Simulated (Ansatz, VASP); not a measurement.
# Cross-check of ScAl3 between VASP and Ansatz, part 2 of 2

Wanted: the spread between two codes on one cell, functional and k mesh. The cell is taken from a series of runs on this material, whose earlier steps may have relaxed, scaled, displaced or heated it; both programs get it as it stands.

VASP 6.6.1 and Ansatz 0.2.0.

So far: The starting structure; Ansatz: zone-centre phonons, PBE.

## (3) VASP: zone-centre phonons, PBE

Level of this step: PBE; plane waves and PAW (Sc_sv, Al) (VASP).

The same cell, functional, mesh and smearing now go to VASP, with its own data sets.

Lines of VASP's logs that name or quote its potential files are left out, and so is its time.

INCAR

```
SYSTEM = ScAl3
PREC = Accurate
ENCUT = 500
EDIFF = 1E-08
NELM = 120
ISMEAR = 1
SIGMA = 0.2
LREAL = .FALSE.
ALGO = Normal
GGA = PE
NBANDS = 16
LASPH = .TRUE.
LORBIT = 11
LWAVE = .FALSE.
LCHARG = .FALSE.
ISIF = 2
IBRION = 8
GGA_COMPAT = .FALSE.
KPAR = 2
```

POSCAR

```
ScAl3
1.0
    4.1063592485      0.0000000000      0.0000000000
    0.0000000000      4.1063592485      0.0000000000
    0.0000000000      0.0000000000      4.1063592485
Sc Al
1 3
Direct
    0.0000000000      0.0000000000      0.0000000000
    0.5000000000      0.0000000000      0.5000000000
    0.0000000000      0.5000000000      0.5000000000
    0.5000000000      0.5000000000      0.0000000000
```

KPOINTS

```
Automatic mesh
0
Gamma
4 4 4
0 0 0
```

PAW data sets: Sc_sv and Al (PBE family, release 64).

Command:

```sh
$ mpirun -np 2 vasp_std
```

Numbers of over 12 decimals in the logs are rounded to 6 here.

Output:

```text
[banner, memory and clock lines left out]
running    2 mpi-ranks, on    1 nodes
 distrk:  each k-point on    1 cores,    2 groups
 distr:  one band on    1 cores,    1 groups

 POSCAR found type information on POSCAR ScAl
 POSCAR found :  2 types and       4 ions
 LDA part: xc-table for (Slater+PW92), standard interpolation
 POSCAR, INCAR and KPOINTS ok, starting setup
 FFT: planning ... GRIDC
 FFT: planning ... GRID_SOFT
 FFT: planning ... GRID
 WAVECAR not read
 entering main loop
       N       E                     dE             d eps       ncg     rms          rms(c)
DAV:   1     0.102230014376E+03    0.10223E+03   -0.81442E+03   320   0.109E+03
DAV:   2    -0.154229890488E+02   -0.11765E+03   -0.11531E+03   320   0.307E+02
DAV:   3    -0.201235209127E+02   -0.47005E+01   -0.46294E+01   480   0.577E+01
DAV:   4    -0.202150643392E+02   -0.91543E-01   -0.91515E-01   416   0.860E+00
DAV:   5    -0.202182675763E+02   -0.32032E-02   -0.32028E-02   472   0.154E+00    0.860E+00
DAV:   6    -0.192474039065E+02    0.97086E+00   -0.45604E+00   488   0.226E+01    0.303E+00
DAV:   7    -0.192004588734E+02    0.46945E-01   -0.12492E-01   464   0.292E+00    0.184E+00
DAV:   8    -0.191762887343E+02    0.24170E-01   -0.51344E-02   528   0.209E+00    0.300E-01
DAV:   9    -0.191762039448E+02    0.84790E-04   -0.17734E-02   528   0.152E+00    0.226E-01
DAV:  10    -0.191753486228E+02    0.85532E-03   -0.35324E-03   504   0.615E-01    0.633E-02
DAV:  11    -0.191754039971E+02   -0.55374E-04   -0.15992E-04   528   0.108E-01    0.584E-02
DAV:  12    -0.191753320623E+02    0.71935E-04   -0.36266E-04   464   0.204E-01    0.477E-03
DAV:  13    -0.191753327048E+02   -0.64249E-06   -0.49045E-06   384   0.151E-02    0.405E-03
DAV:  14    -0.191753327105E+02   -0.57753E-08   -0.33841E-07   512   0.471E-03    0.241E-03
DAV:  15    -0.191753327273E+02   -0.16709E-07   -0.34151E-07   536   0.583E-03    0.361E-04
DAV:  16    -0.191753327073E+02    0.19906E-07   -0.12497E-08   280   0.131E-03    0.183E-04
DAV:  17    -0.191753327043E+02    0.30875E-08   -0.18650E-09   192   0.344E-04
   1 F= -.19175333E+02 E0= -.19168199E+02  d E =-.214012E-01
 Linear response reoptimize wavefunctions to high precision
DAV:   1    -0.191753327064E+02   -0.21894E-08   -0.14099E-09   304   0.349E-04
DAV:   2    -0.191753327065E+02   -0.39563E-10   -0.11660E-10   192   0.893E-05
 Linear response DOF=           3
 Linear response progress:
  Degree of freedom:   1/  3
       N       E                     dE             d eps       ncg     rms          rms(c)
RMM:   1    -0.768531646474E+00   -0.76853E+00   -0.67685E+01   618   0.171E+02
RMM:   2    -0.763578272145E+00    0.49534E-02   -0.16201E-01   834   0.379E+00    0.106E-01
RMM:   3    -0.763252075099E+00    0.32620E-03   -0.12867E-02   925   0.823E-01    0.424E-02
RMM:   4    -0.762274987680E+00    0.97709E-03   -0.11142E-03   976   0.233E-01    0.180E-02
RMM:   5    -0.762098613912E+00    0.17637E-03   -0.18736E-04  1054   0.799E-02    0.789E-03
RMM:   6    -0.762141757200E+00   -0.43143E-04   -0.10289E-05   985   0.308E-02    0.361E-03
RMM:   7    -0.762160326370E+00   -0.18569E-04   -0.22859E-06  1094   0.102E-02    0.115E-03
RMM:   8    -0.762178669233E+00   -0.18343E-04   -0.14022E-07  1045   0.283E-03    0.320E-04
RMM:   9    -0.762186174232E+00   -0.75050E-05   -0.26288E-08   984   0.115E-03    0.423E-05
RMM:  10    -0.762187065590E+00   -0.89136E-06   -0.41763E-10  1090   0.401E-04    0.239E-05
RMM:  11    -0.762187765233E+00   -0.69964E-06    0.26816E-09  1029   0.165E-04    0.643E-06
RMM:  12    -0.762187861086E+00   -0.95853E-07    0.30068E-09  1129   0.598E-05    0.197E-06
RMM:  13    -0.762187823785E+00    0.37301E-07    0.12947E-09  1042   0.221E-05    0.197E-06
RMM:  14    -0.762187845769E+00   -0.21984E-07    0.85365E-10   985   0.946E-06    0.444E-07
RMM:  15    -0.762187848867E+00   -0.30985E-08    0.19774E-11   641   0.419E-06    0.248E-07
 first order change of Fermi-energy   0.39993E-03
 force on displaced ion       1 direction 1 :  -9.235  -0.000   0.000
 Linear response progress:
  Degree of freedom:   2/  3
       N       E                     dE             d eps       ncg     rms          rms(c)
RMM:   1    -0.826326048086E-02   -0.82633E-02    0.17418E-02  1779   0.126E+00
RMM:   2    -0.758316661137E-02    0.68009E-03   -0.63011E-04  1292   0.223E-01    0.473E-02
RMM:   3    -0.761888942412E-02   -0.35723E-04   -0.30585E-04  1419   0.102E-01    0.233E-02
RMM:   4    -0.771349892431E-02   -0.94610E-04   -0.10124E-04  1488   0.519E-02    0.985E-03
RMM:   5    -0.773067644125E-02   -0.17178E-04   -0.66787E-06  1488   0.261E-02    0.368E-03
RMM:   6    -0.774136677016E-02   -0.10690E-04   -0.12866E-06  1551   0.653E-03    0.170E-03
RMM:   7    -0.773986193076E-02    0.15048E-05   -0.65367E-08  1550   0.285E-03    0.618E-04
RMM:   8    -0.774076041593E-02   -0.89849E-06   -0.27860E-08  1530   0.920E-04    0.165E-04
RMM:   9    -0.774068964658E-02    0.70769E-07    0.11724E-09  1628   0.320E-04    0.142E-04
RMM:  10    -0.774083097308E-02   -0.14133E-06   -0.21290E-09  1566   0.115E-04    0.146E-05
RMM:  11    -0.774091323832E-02   -0.82265E-07   -0.48816E-09  1532   0.537E-05    0.108E-05
RMM:  12    -0.774091750875E-02   -0.42704E-08    0.31247E-09  1634   0.178E-05    0.831E-06
 first order change of Fermi-energy   0.21850E-04
 force on displaced ion       2 direction 1 :  -6.086   0.000   0.000
 Linear response progress:
  Degree of freedom:   3/  3
       N       E                     dE             d eps       ncg     rms          rms(c)
RMM:   1    -0.756864600698E-02   -0.75686E-02    0.27417E-02  1259   0.677E-01
RMM:   2    -0.723712389553E-02    0.33152E-03   -0.34730E-04   897   0.150E-01    0.426E-02
RMM:   3    -0.723356380023E-02    0.35601E-05   -0.19268E-04   922   0.761E-02    0.210E-02
RMM:   4    -0.729749409241E-02   -0.63930E-04   -0.10195E-04   997   0.395E-02    0.768E-03
RMM:   5    -0.729370873204E-02    0.37854E-05   -0.56528E-06   941   0.198E-02    0.317E-03
RMM:   6    -0.730270146172E-02   -0.89927E-05   -0.14116E-06   991   0.791E-03    0.122E-03
RMM:   7    -0.730112144921E-02    0.15800E-05   -0.13159E-07  1032   0.279E-03    0.507E-04
RMM:   8    -0.730117843583E-02   -0.56987E-07   -0.13229E-08  1021   0.710E-04    0.217E-04
RMM:   9    -0.730148611207E-02   -0.30768E-06   -0.19317E-09  1046   0.254E-04    0.116E-04
RMM:  10    -0.730173756461E-02   -0.25145E-06   -0.72879E-10  1003   0.126E-04    0.104E-05
RMM:  11    -0.730174965639E-02   -0.12092E-07    0.29531E-11  1095   0.407E-05    0.861E-06
RMM:  12    -0.730172957603E-02    0.20080E-07    0.12042E-11   950   0.175E-05    0.233E-06
RMM:  13    -0.730173788132E-02   -0.83053E-08   -0.84099E-12   915   0.733E-06    0.113E-06
 first order change of Fermi-energy   0.58388E-04
 force on displaced ion       2 direction 2 :   0.000  -4.198  -0.000
 Linear response finished
```

From OUTCAR (step 3):

```text
ion  position               nearest neighbor table
   1  0.000  0.000  0.000-   2 2.90   3 2.90   4 2.90   2 2.90   3 2.90   3 2.90   4 2.90   3 2.90
                             2 2.90   4 2.90   2 2.90   4 2.90
   2  0.500  0.000  0.500-   1 2.90   3 2.90   4 2.90   1 2.90   4 2.90   3 2.90   4 2.90   4 2.90
                             1 2.90   3 2.90   1 2.90   3 2.90
   3  0.000  0.500  0.500-   1 2.90   2 2.90   4 2.90   1 2.90   4 2.90   1 2.90   2 2.90   1 2.90
                             2 2.90   4 2.90   4 2.90   2 2.90
   4  0.500  0.500  0.000-   1 2.90   2 2.90   3 2.90   2 2.90   3 2.90   1 2.90   2 2.90   2 2.90
                             1 2.90   3 2.90   3 2.90   1 2.90

  LATTYP: Found a simple cubic cell.
 ALAT       =     4.1063592485

 Subroutine GETGRP returns: Found 48 space group operations
 (whereof 48 operations were pure point group operations)

The static configuration has the point symmetry O_h .

 Found     10 irreducible k-points:

   k-points           NKPTS =     10   k-points in BZ     NKDIM =     10   number of bands    NBANDS=     16

   dimension x,y,z NGX =    30 NGY =   30 NGZ =   30
   dimension x,y,z NGXF=    60 NGYF=   60 NGZF=   60

   ENCUT  =  500.0 eV  36.75 Ry    6.06 a.u.   7.49  7.49  7.49*2*pi/ulx,y,z

   NELECT =      20.0000    total number of electrons

 k-points in reciprocal lattice and weights: Automatic mesh
   0.00000000  0.00000000  0.00000000       0.016
   0.25000000  0.00000000  0.00000000       0.094
   0.50000000  0.00000000  0.00000000       0.047
   0.25000000  0.25000000  0.00000000       0.188
   0.50000000  0.25000000  0.00000000       0.188
   0.50000000  0.50000000  0.00000000       0.047
   0.25000000  0.25000000  0.25000000       0.125
   0.50000000  0.25000000  0.25000000       0.188
   0.50000000  0.50000000  0.25000000       0.094
   0.50000000  0.50000000  0.50000000       0.016

 average (electrostatic) potential at core
       1 -43.3981       2 -73.2648       3 -73.2648       4 -73.2648

  Total        0.1165697      0.1165697      0.1165697      0.0000000      0.0000000     -0.0000000
  in kB        2.6972767      2.6972767      2.6972767      0.0000000      0.0000000     -0.0000000
  external PRESSURE =       2.6972767 kB  Pullay stress =       0.0000000 kB

  energy-cutoff  :      500.00
  volume of cell :       69.24
      direct lattice vectors                 reciprocal lattice vectors
     4.106359248  0.000000000  0.000000000     0.243524723  0.000000000  0.000000000
     0.000000000  4.106359248  0.000000000     0.000000000  0.243524723  0.000000000
     0.000000000  0.000000000  4.106359248     0.000000000  0.000000000  0.243524723

 POSITION                                       TOTAL-FORCE (eV/Angst)
 -----------------------------------------------------------------------------------
      0.00000      0.00000      0.00000         0.000000      0.000000      0.000000
      2.05318      0.00000      2.05318         0.000000      0.000000      0.000000
      0.00000      2.05318      2.05318         0.000000      0.000000      0.000000
      2.05318      2.05318      0.00000         0.000000      0.000000      0.000000
 -----------------------------------------------------------------------------------
    total drift:                                0.000000     -0.000000      0.000000

 Eigenvectors and eigenvalues of the dynamical matrix
 ----------------------------------------------------

   1 f  =    9.740220 THz    61.199609 2PiTHz  324.898779 cm-1    40.282296 meV
             X         Y         Z           dx          dy          dz
      0.000000  0.000000  0.000000     0.593820   -0.219806   -0.147248
      2.053180  0.000000  2.053180    -0.473824   -0.066970    0.117493
      0.000000  2.053180  2.053180     0.180924    0.175389    0.117493
      2.053180  2.053180  0.000000    -0.473824    0.175389   -0.044863

   2 f  =    9.740220 THz    61.199609 2PiTHz  324.898779 cm-1    40.282296 meV
             X         Y         Z           dx          dy          dz
      0.000000  0.000000  0.000000    -0.255924   -0.568964   -0.182760
      2.053180  0.000000  2.053180     0.204208   -0.173351    0.145829
      0.000000  2.053180  2.053180    -0.077975    0.453991    0.145829
      2.053180  2.053180  0.000000     0.204208    0.453991   -0.055683

   3 f  =    9.740220 THz    61.199609 2PiTHz  324.898779 cm-1    40.282296 meV
             X         Y         Z           dx          dy          dz
      0.000000  0.000000  0.000000    -0.067079    0.224908   -0.606247
      2.053180  0.000000  2.053180     0.053524    0.068525    0.483740
      0.000000  2.053180  2.053180    -0.020437   -0.179460    0.483740
      2.053180  2.053180  0.000000     0.053524   -0.179460   -0.184710

   4 f  =    7.594014 THz    47.714598 2PiTHz  253.309048 cm-1    31.406305 meV
             X         Y         Z           dx          dy          dz
      0.000000  0.000000  0.000000     0.000000   -0.000000    0.000000
      2.053180  0.000000  2.053180    -0.424352   -0.000000    0.518840
      0.000000  2.053180  2.053180    -0.000000    0.225236   -0.518840
      2.053180  2.053180  0.000000     0.424352   -0.225236   -0.000000

   5 f  =    7.594014 THz    47.714598 2PiTHz  253.309048 cm-1    31.406305 meV
             X         Y         Z           dx          dy          dz
      0.000000  0.000000  0.000000     0.000000   -0.000000    0.000000
      2.053180  0.000000  2.053180     0.060544    0.000000    0.321626
      0.000000  2.053180  2.053180     0.000000   -0.626810   -0.321626
      2.053180  2.053180  0.000000    -0.060544    0.626810   -0.000000

   6 f  =    7.594014 THz    47.714598 2PiTHz  253.309048 cm-1    31.406305 meV
             X         Y         Z           dx          dy          dz
      0.000000  0.000000  0.000000    -0.000000    0.000000   -0.000000
      2.053180  0.000000  2.053180     0.562370   -0.000000    0.356879
      0.000000  2.053180  2.053180     0.000000    0.237439   -0.356879
      2.053180  2.053180  0.000000    -0.562370   -0.237439    0.000000

   7 f  =    6.778142 THz    42.588324 2PiTHz  226.094489 cm-1    28.032131 meV
             X         Y         Z           dx          dy          dz
      0.000000  0.000000  0.000000     0.190112   -0.428905   -0.000353
      2.053180  0.000000  2.053180     0.052280    0.789943   -0.000097
      0.000000  2.053180  2.053180    -0.350142   -0.117947   -0.000097
      2.053180  2.053180  0.000000     0.052280   -0.117947    0.000649

   8 f  =    6.778142 THz    42.588324 2PiTHz  226.094489 cm-1    28.032131 meV
             X         Y         Z           dx          dy          dz
      0.000000  0.000000  0.000000     0.428902    0.190112   -0.001440
      2.053180  0.000000  2.053180     0.117946   -0.350142   -0.000396
      0.000000  2.053180  2.053180    -0.789938    0.052280   -0.000396
      2.053180  2.053180  0.000000     0.117946    0.052280    0.002652

   9 f  =    6.778142 THz    42.588324 2PiTHz  226.094489 cm-1    28.032131 meV
             X         Y         Z           dx          dy          dz
      0.000000  0.000000  0.000000    -0.001459   -0.000261   -0.469148
      2.053180  0.000000  2.053180    -0.000401    0.000481   -0.129013
      0.000000  2.053180  2.053180     0.002688   -0.000072   -0.129013
      2.053180  2.053180  0.000000    -0.000401   -0.000072    0.864061

  10 f/i=    0.001757 THz     0.011040 2PiTHz    0.058611 cm-1     0.007267 meV
             X         Y         Z           dx          dy          dz
      0.000000  0.000000  0.000000    -0.517565   -0.230019   -0.191043
      2.053180  0.000000  2.053180    -0.400822   -0.178085   -0.147951
      0.000000  2.053180  2.053180    -0.400710   -0.178135   -0.147951
      2.053180  2.053180  0.000000    -0.400822   -0.178135   -0.147909

  11 f/i=    0.001757 THz     0.011040 2PiTHz    0.058611 cm-1     0.007267 meV
             X         Y         Z           dx          dy          dz
      0.000000  0.000000  0.000000    -0.245792    0.544763    0.009987
      2.053180  0.000000  2.053180    -0.190351    0.421766    0.007734
      0.000000  2.053180  2.053180    -0.190297    0.421885    0.007734
      2.053180  2.053180  0.000000    -0.190351    0.421885    0.007732

  12 f/i=    0.001757 THz     0.011040 2PiTHz    0.058611 cm-1     0.007267 meV
             X         Y         Z           dx          dy          dz
      0.000000  0.000000  0.000000    -0.170271   -0.087206    0.566289
      2.053180  0.000000  2.053180    -0.131865   -0.067517    0.438555
      0.000000  2.053180  2.053180    -0.131827   -0.067536    0.438555
      2.053180  2.053180  0.000000    -0.131865   -0.067536    0.438432

 ELASTIC MODULI CONTR FROM IONIC RELAXATION (kBar)
 Direction    XX          YY          ZZ          XY          YZ          ZX
 --------------------------------------------------------------------------------
 XX           0.0000      0.0000      0.0000      0.0000      0.0000      0.0000
 YY           0.0000      0.0000      0.0000      0.0000      0.0000      0.0000
 ZZ           0.0000      0.0000      0.0000      0.0000      0.0000      0.0000
 XY           0.0000      0.0000      0.0000      0.0000      0.0000      0.0000
 YZ           0.0000      0.0000      0.0000      0.0000      0.0000      0.0000
 ZX           0.0000      0.0000      0.0000      0.0000      0.0000      0.0000
 --------------------------------------------------------------------------------
```

## (4) Differences

Known differences besides the potentials themselves: VASP's run holds the zone centre alone; the cutoff is 420 eV in Ansatz and 500 eV in VASP. Total energies have different zeros and are not compared.

Both answers:

| quantity | Ansatz | VASP | difference |
| --- | --- | --- | --- |
| optical mode 1 to 3 (cm⁻¹) | 226.3 | 226.1 | +0.10 % |
| optical mode 4 to 6 (cm⁻¹) | 252.9 | 253.3 | -0.17 % |
| optical mode 7 to 9 (cm⁻¹) | 324.2 | 324.9 | -0.22 % |

Modes are paired by rising frequency, not by their patterns, so a pair may set unlike modes beside each other; they are those without the splitting of longitudinal modes.

## (5) Results

| Item | Value |
| --- | --- |
| r.m.s. difference of the optical zone-centre modes, each program's sorted by frequency (zone-centre phonons, PBE) | 0.50 cm⁻¹ |

**Reading.** The r.m.s. difference of the optical zone-centre modes, each program's sorted by frequency is 0.50 cm⁻¹ (zone-centre phonons, PBE). How closely two codes agree says nothing of how well the functional describes the real material.

[Lines on the potential files, build, host, timing and source positions are cut from VASP's logs without a mark.]

[Logs are printed without paths, hosts, clocks, repeated set-up lines and the standing remarks that a program may print on its own settings, such as how far it seeks lower states.]

[Hosts, paths, dates, database ids (printed as entryN), source tags and the programs' standing remarks are cut or masked in the printed files.]
